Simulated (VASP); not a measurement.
Energy against volume of ZnO (wurtzite). Level of theory: vdW-DF2, VASP's PBE PAW potentials (set 64) (plane waves; VASP). Numerical set-up: 520 eV cut-off, 8×8×4 Γ-centred mesh, Gaussian smearing of 0.050 eV, potentials Zn O.

Shape and ions are relaxed at each volume.

```csv
V (Å³/atom),E (eV/atom)
12.253,-2.00628
12.645,-2.02144
13.036,-2.02640
13.427,-2.02273
```

### Question
Fit these four points and predict the energy of the run at 13.818 Å³/atom.

### Answer
A cubic in V^(−2/3), the third-order Birch-Murnaghan form, passes through the four points with V0 = 13.05 Å³/atom and B0 = 117 GPa, and gives -2.0117 eV/atom there. The run gave -2.0118 eV/atom, -0.1 meV/atom from the fit; all five points give B0 = 117 GPa.

The compound is ZnO in the wurtzite structure. It was relaxed first, which changed the volume by +10 %.
